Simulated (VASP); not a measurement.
Calculation: G0W0 on PBE orbitals, VASP's PBE PAW potentials (set 64) (plane waves; VASP).

Input for VASP

File POSCAR:
```
AlN
1
    0.0000000000     2.1900000000     2.1900000000
    2.1900000000     0.0000000000     2.1900000000
    2.1900000000     2.1900000000     0.0000000000
Al N
1 1
Direct
  0.0000000000   0.0000000000   0.0000000000
  0.2500000000   0.2500000000   0.2500000000
```

**INCAR**
```
SYSTEM=AlN
PREC=Normal; ENCUT=500; LREAL=.FALSE.
LASPH=.TRUE.; NBANDS=320
ALGO=EVGW0
ISMEAR=0; SIGMA=0.01
GGA=PE
LWAVE=.FALSE.; LCHARG=.FALSE.
NELMGW=1; NOMEGA=64; ENCUTGW=300
NBANDSGW=12; LSPECTRALGW=.TRUE.
```

**KPOINTS**
```
Automatic mesh
0
Gamma
4 4 4
0 0 0
```

POTCAR, in this order: Al_GW N_GW_new (PBE.64 set). Program: vasp_std. Read from the step before: WAVECAR, WAVEDER.

Output of the run:

File OSZICAR:
```
energies w=
    0.000    0.000    0.578    0.000    1.156    0.000    1.730    0.000
    2.300    0.000    2.866    0.000    3.426    0.000    3.979    0.000
    4.524    0.000    5.063    0.000    5.594    0.000    6.117    0.000
    6.633    0.000    7.142    0.000    7.645    0.000    8.142    0.000
    8.634    0.000    9.122    0.000    9.606    0.000   10.087    0.000
   10.567    0.000   11.047    0.000   11.527    0.000   12.010    0.000
   12.495    0.000   12.984    0.000   13.480    0.000   13.983    0.000
   14.494    0.000   15.017    0.000   15.552    0.000   16.102    0.000
   16.670    0.000   17.256    0.000   17.866    0.000   18.501    0.000
   19.165    0.000   19.864    0.000   20.602    0.000   21.383    0.000
   22.215    0.000   23.105    0.000   24.064    0.000   25.099    0.000
   26.225    0.000   27.459    0.000   28.818    0.000   30.326    0.000
   32.011    0.000   33.912    0.000   36.076    0.000   38.566    0.000
   41.462    0.000   44.879    0.000   48.971    0.000   53.961    0.000
   60.183    0.000   68.150    0.000   78.707    0.000   93.346    0.000
  114.959    0.000  150.018    0.000  216.541    0.000  390.690    0.000
NQ=   1    0.0000    0.0000    0.0000,
 performed        223000 updates of chi_q(r,r)
NQ=   2    0.2500    0.0000    0.0000,
 performed        661000 updates of chi_q(r,r)
NQ=   3    0.5000    0.0000    0.0000,
 performed       1037000 updates of chi_q(r,r)
NQ=   4    0.2500    0.2500    0.0000,
 performed       1475000 updates of chi_q(r,r)
NQ=   5    0.5000    0.2500    0.0000,
 performed       2082000 updates of chi_q(r,r)
NQ=   6   -0.2500    0.2500    0.0000,
 performed       2627000 updates of chi_q(r,r)
NQ=   7    0.5000    0.5000    0.0000,
 performed       2957000 updates of chi_q(r,r)
NQ=   8   -0.2500    0.5000    0.2500,
 performed       3379000 updates of chi_q(r,r)
 resolving degeneracies of screened two electron integrals
```

**OUTCAR**
```


 k-point   1 :       0.0000    0.0000    0.0000
  band No.  KS-energies  QP-energies   sigma(KS)   V_xc(KS)     V^pw_x(r,r')   Z            occupation Imag(sigma)

      1      -9.3395     -10.9566     -17.0839     -14.7769     -24.7295       0.7010       2.0000       1.2155
      2       5.6078       4.3676     -18.3410     -16.7285     -20.8735       0.7692       2.0000       0.0700
      3       5.6078       4.3676     -18.3410     -16.7285     -20.8735       0.7692       2.0000       0.0700
      4       5.6078       4.3676     -18.3410     -16.7285     -20.8735       0.7692       2.0000       0.0700
      5       9.7150      10.2002     -11.8660     -12.4725      -7.6533       0.8000       0.0000      -0.0585
      6      18.0442      18.8524      -9.2302     -10.2444      -4.0080       0.7969       0.0000      -0.1046
      7      18.0442      18.8524      -9.2302     -10.2444      -4.0080       0.7969       0.0000      -0.1046
      8      18.0442      18.8524      -9.2302     -10.2444      -4.0080       0.7969       0.0000      -0.1046
      9      23.1889      23.9891      -9.3940     -10.4202      -3.6831       0.7797       0.0000      -0.2354
     10      23.1889      23.9891      -9.3940     -10.4202      -3.6831       0.7797       0.0000      -0.2354
     11      24.5785      24.9429      -9.1272      -9.6098      -2.5776       0.7553       0.0000      -0.5625
     12      24.5785      24.9429      -9.1272      -9.6098      -2.5776       0.7553       0.0000      -0.5625

 k-point   2 :       0.2500    0.0000    0.0000
  band No.  KS-energies  QP-energies   sigma(KS)   V_xc(KS)     V^pw_x(r,r')   Z            occupation Imag(sigma)

      1      -8.4961     -10.1253     -17.5319     -15.2594     -25.0073       0.7169       2.0000       1.1222
      2       2.3488       0.9739     -16.0876     -14.2584     -19.2159       0.7516       2.0000       0.1046
      3       5.3513       4.0926     -18.1715     -16.5328     -20.7581       0.7681       2.0000       0.0716
      4       5.3513       4.0926     -18.1715     -16.5328     -20.7581       0.7681       2.0000       0.0716
      5      11.9783      12.5559     -12.1690     -12.8992      -7.6002       0.7911       0.0000      -0.0682
      6      16.4767      17.1974     -10.7084     -11.6344      -5.3693       0.7783       0.0000      -0.1119
      7      17.8269      18.5537      -9.1695     -10.0834      -3.8927       0.7953       0.0000      -0.1297
      8      17.8269      18.5537      -9.1695     -10.0834      -3.8927       0.7953       0.0000      -0.1297
      9      21.7728      22.4651      -9.2590     -10.1447      -3.5245       0.7816       0.0000      -0.2303
     10      21.7728      22.4651      -9.2590     -10.1447      -3.5245       0.7816       0.0000      -0.2303
     11      22.7271      23.0890      -8.6144      -9.0621      -2.4842       0.8082       0.0000      -0.4957
     12      30.0115      30.8001     -10.1340     -11.1065      -2.9762       0.8110       0.0000      -1.0634

 k-point   3 :       0.5000    0.0000    0.0000
  band No.  KS-energies  QP-energies   sigma(KS)   V_xc(KS)     V^pw_x(r,r')   Z            occupation Imag(sigma)

      1      -7.3093      -8.9606     -18.5287     -16.2888     -25.8073       0.7372       2.0000       0.9899
      2      -0.2335      -1.6316     -14.4974     -12.5447     -18.4043       0.7160       2.0000       0.2014
      3       5.1266       3.8479     -18.0627     -16.3962     -20.7132       0.7673       2.0000       0.0734
      4       5.1266       3.8479     -18.0627     -16.3962     -20.7132       0.7673       2.0000       0.0734
      5      12.8860      13.5084     -10.3114     -11.0829      -5.6687       0.8068       0.0000      -0.0682
      6      15.4046      16.0340     -12.2956     -13.1331      -6.6176       0.7515       0.0000      -0.1263
      7      16.6637      17.3233      -8.9119      -9.7388      -3.8640       0.7976       0.0000      -0.1013
      8      16.6637      17.3233      -8.9119      -9.7388      -3.8640       0.7976       0.0000      -0.1013
      9      23.4595      23.9249      -9.7920     -10.3975      -3.2689       0.7688       0.0000      -0.4542
     10      25.5531      26.1952     -10.0189     -10.8594      -3.0544       0.7640       0.0000      -0.5749
     11      25.5531      26.1952     -10.0189     -10.8594      -3.0544       0.7640       0.0000      -0.5749
     12      28.9800      29.9348     -10.2577     -11.4429      -3.8427       0.8056       0.0000      -0.6897

 k-point   4 :       0.2500    0.2500    0.0000
  band No.  KS-energies  QP-energies   sigma(KS)   V_xc(KS)     V^pw_x(r,r')   Z            occupation Imag(sigma)

      1      -8.2216      -9.8409     -17.6752     -15.4200     -25.1004       0.7180       2.0000       1.0745
      2       2.7195       1.3761     -16.4907     -14.7102     -19.5218       0.7545       2.0000       0.0980
      3       4.6297       3.3132     -17.5579     -15.8378     -20.2874       0.7653       2.0000       0.0773
      4       4.6297       3.3132     -17.5579     -15.8378     -20.2874       0.7653       2.0000       0.0773
      5      11.5107      12.0003     -11.1719     -11.7878      -6.7403       0.7950       0.0000      -0.0665
      6      15.7598      16.4839      -9.1350     -10.0291      -4.3045       0.8099       0.0000      -0.0751
      7      17.0272      17.6707     -10.5773     -11.4004      -5.1729       0.7818       0.0000      -0.1276
      8      19.5058      20.2934     -10.4109     -11.4337      -4.5208       0.7701       0.0000      -0.1950
      9      19.5058      20.2934     -10.4109     -11.4337      -4.5208       0.7701       0.0000      -0.1950
     10      25.0539      25.8443      -9.3881     -10.3875      -3.3778       0.7909       0.0000      -0.3719
     11      28.2143      28.7541      -9.2502      -9.9202      -2.5441       0.8058       0.0000      -0.9235
     12      28.2143      28.7541      -9.2502      -9.9202      -2.5441       0.8058       0.0000      -0.9235

 k-point   5 :       0.5000    0.2500    0.0000
  band No.  KS-energies  QP-energies   sigma(KS)   V_xc(KS)     V^pw_x(r,r')   Z            occupation Imag(sigma)

      1      -7.0431      -8.6434     -18.6691     -16.4395     -25.8878       0.7177       2.0000       0.9305
      2       0.8425      -0.5645     -15.1445     -13.2208     -18.7152       0.7314       2.0000       0.1432
      3       3.2795       1.9114     -16.4625     -14.6610     -19.4036       0.7595       2.0000       0.0912
      4       4.4142       3.0829     -17.4577     -15.7148     -20.2424       0.7638       2.0000       0.0793
      5      11.4462      11.9078      -9.8349     -10.4094      -5.3970       0.8035       0.0000      -0.0667
      6      15.5020      16.1988     -11.0069     -11.8887      -5.9821       0.7901       0.0000      -0.0864
      7      17.6239      18.4636     -11.8796     -12.9678      -6.1945       0.7717       0.0000      -0.1363
      8      18.9273      19.6509     -10.0340     -10.9615      -4.3109       0.7802       0.0000      -0.1931
      9      21.1535      21.8158     -10.2328     -11.1143      -3.8787       0.7513       0.0000      -0.3029
     10      26.2199      26.9137      -9.7057     -10.6055      -2.9399       0.7709       0.0000      -0.5601
     11      28.2917      28.9038      -9.3815     -10.1649      -2.6587       0.7813       0.0000      -0.8044
     12      30.3073      31.1801     -10.6318     -11.7378      -3.6393       0.7892       0.0000      -0.9511

 k-point   6 :      -0.2500    0.2500    0.0000
  band No.  KS-energies  QP-energies   sigma(KS)   V_xc(KS)     V^pw_x(r,r')   Z            occupation Imag(sigma)

      1      -7.4403      -9.0461     -18.3065     -16.0669     -25.5894       0.7170       2.0000       0.9758
      2       1.2498      -0.1512     -15.4053     -13.5087     -18.8403       0.7387       2.0000       0.1290
      3       3.1337       1.7525     -16.3891     -14.5646     -19.3891       0.7570       2.0000       0.0943
      4       5.0832       3.8058     -17.9803     -16.3160     -20.6164       0.7675       2.0000       0.0734
      5      13.3684      13.9252     -11.0600     -11.7713      -6.1503       0.7828       0.0000      -0.0865
      6      14.7537      15.4251     -10.6671     -11.5121      -5.6770       0.7944       0.0000      -0.0835
      7      17.1608      17.9871     -11.6468     -12.7076      -6.2244       0.7790       0.0000      -0.1114
      8      18.0182      18.6827      -9.3131     -10.1538      -3.8844       0.7903       0.0000      -0.1589
      9      21.5320      22.2787      -9.2215     -10.1735      -3.5534       0.7843       0.0000      -0.1979
     10      24.1701      24.7955      -9.8607     -10.6857      -3.0871       0.7580       0.0000      -0.4647
     11      27.5329      28.1195      -9.1441      -9.8949      -2.6510       0.7812       0.0000      -0.7348
     12      28.7242      29.4511     -10.3106     -11.2279      -3.2789       0.7924       0.0000      -0.9239

 k-point   7 :       0.5000    0.5000    0.0000
  band No.  KS-energies  QP-energies   sigma(KS)   V_xc(KS)     V^pw_x(r,r')   Z            occupation Imag(sigma)

      1      -6.6797      -8.2474     -18.9919     -16.7704     -26.1477       0.7057       2.0000       0.8797
      2       0.7143      -0.6940     -15.3003     -13.3601     -18.9869       0.7258       2.0000       0.1513
      3       3.8336       2.4608     -17.0905     -15.2829     -20.0139       0.7594       2.0000       0.0855
      4       3.8336       2.4608     -17.0905     -15.2829     -20.0139       0.7594       2.0000       0.0855
      5       8.8893       9.2241      -8.8246      -9.2338      -4.8018       0.8182       0.0000      -0.0564
      6      14.1381      14.7544      -8.8408      -9.5920      -4.2903       0.8205       0.0000      -0.0653
      7      19.4515      20.3470     -13.6941     -14.9028      -7.1069       0.7408       0.0000      -0.2224
      8      21.2133      21.9246     -11.2799     -12.2493      -4.5320       0.7337       0.0000      -0.3282
      9      21.2133      21.9246     -11.2799     -12.2493      -4.5320       0.7337       0.0000      -0.3282
...
```
(Selected blocks of OUTCAR.)

The mesh is coarse and the basis finite, so the quasiparticle values are not converged.

The compound is AlN in the zinc blende structure, a metastable form; wurtzite is the usual one. The cell was not relaxed at this level. The k-mesh is coarse (spacing up to 0.62 per Å, 2π included), so the numbers may not be converged in it.
